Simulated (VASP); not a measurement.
Here is the system:

```yaml
crystal:
  lattice:
    - [0.00000, 2.07799, 2.07799]
    - [2.07799, 0.00000, 2.07799]
    - [2.07799, 2.07799, 0.00000]
  atoms:
    - { symbol: Au, position: [0.00000, 0.00000, 0.00000] }
```

Level of theory: PBE GGA, VASP's PBE PAW potentials (set 64) (plane waves; VASP). Run with 520 eV cut-off, 15×15×15 Γ-centred mesh, first-order Methfessel-Paxton smearing of 0.10 eV, potentials Au.

Question: Give the energy at these volumes per atom, relative to the lowest: 16.85, 17.39, 17.93, 18.46, 19.00 Å³.

Answer: 33.7, 8.1, 0.0, 6.2, 24.0 meV/atom. A third-order Birch-Murnaghan fit gives B0 = 141 GPa and B0′ = 5.7.

Measured: bulk modulus 182 GPa at 0 K (computed value off by -22.8 %), as given by Daniel Mejia-Rodriguez et al., Physical Review B (2018), arXiv:1807.09216 [0 K value with the zero-point phonon effect removed]; a 4.062 Å at 0 K (computed value off by +2.3 %), as given by Daniel Mejia-Rodriguez et al., Physical Review B (2018), arXiv:1807.09216 [static lattice: zero-point anharmonic expansion removed].

The compound is Au in the fcc structure. It was relaxed first, which changed the volume by +6 %.
